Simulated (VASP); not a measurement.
A run of VASP 6.6.1 is set up as follows.

Contents of INCAR:

```
SYSTEM = H12C5S2
  PREC = Accurate
  ENCUT = 520
  EDIFF = 1E-6
  ISMEAR = -1
  SIGMA = 0.02
  LREAL = Auto
  LASPH = .True.
  NELM = 100
  ALGO = Normal
  ISIF = 2
  LWAVE = .False.
  LCHARG = .True.
  GGA = PE
  IVDW = 12
  LELF = .True.
  LVHAR = .True.
  NBANDS = 69
```

The input KPOINTS:

```
regular mesh
0
Gamma
  1 1 1
  0 0 0
```

Contents of POSCAR:

```
H12C5S2
1.0
    8.5489680000      0.0000000000      0.0000000000
    0.0000000000      8.5489680000      0.0000000000
    0.0000000000      0.0000000000      8.5489680000
S C H
4 10 24
Direct
    0.5664426396      0.7771815265      0.3142367593
    0.7326030464      0.4874038597      0.1599374334
    0.4530956251      1.0137480922      0.9625489299
    0.6401123504      0.8204031177      0.7208706361
    0.6563482282      0.6387788561      0.2401108531
    0.5458202674      0.9337735268      0.8274916926
    0.9560452209      0.1005384510      0.4798356948
    1.0346044107      0.1256876853      0.3190794491
    0.2257465462      0.4860001815      0.7820008216
    0.1717985142      0.5866322110      0.9156894727
    1.0279954259      0.1582296249      0.8786908548
    0.8533544634      0.2145171207      0.8824924833
    0.5323098648      0.2627919534      0.5982476481
    0.4060139189      0.1739859127      0.5099095002
    0.9151396987      0.2060599595      0.5397025699
    0.8625719502      0.0185636442      0.4521481423
    1.0314578321      0.0350919550      0.5680568696
    1.0896168988      0.0183413951      0.2802092603
    0.9359258334      0.1459357434      0.2236176343
    1.1081103591      0.2269162781      0.3147514413
    0.1370223868      0.4897082314      0.6970548960
    0.3367891891      0.5242972017      0.7315151958
    0.2416432018      0.3672957952      0.8172799337
    0.2544985547      0.5943758358      1.0193628050
    0.1483336936      0.7111384672      0.8801530196
    0.0659845726      0.5369420028      0.9578349106
    1.0972786423      0.2190088909      0.9637888456
    1.0394938898      0.0383555068      0.9350953238
    1.0796039943      0.1752492231      0.7574481505
    0.7761170705      0.1648970964      0.8029624160
    0.8061791786      0.2102592968      1.0012319616
    0.8510500917      0.3414798137      0.8574602221
    0.6529794006      0.2682429037      0.5405798688
    0.5045287338      0.3862571482      0.6387437642
    0.5538797198      0.2101423236      0.7152208313
    0.2859994329      0.2413624662      0.5202616269
    0.4204718043      0.1424148505      0.3761272706
    0.3825958876      0.0574572276      0.5463349494
```

Potentials or basis: VASP PAW PBE potentials, release 64 (S, C, H).

Command:

```console
$ cat potpaw_PBE.64/S/POTCAR potpaw_PBE.64/C/POTCAR potpaw_PBE.64/H/POTCAR > POTCAR
$ mpirun -np 1 vasp_gam > vasp.out
```

**Question.** Estimate the band gap on the k mesh.

**Answer.** 3.35 eV, direct.

**Question.** What does it give for the dispersion energy per atom?

**Answer.** -0.042 eV.

Stress tensor (GPa, compression positive):
```
-0.53  1.07 -0.10
 1.07 -0.44 -0.31
-0.10 -0.31 -1.19
```
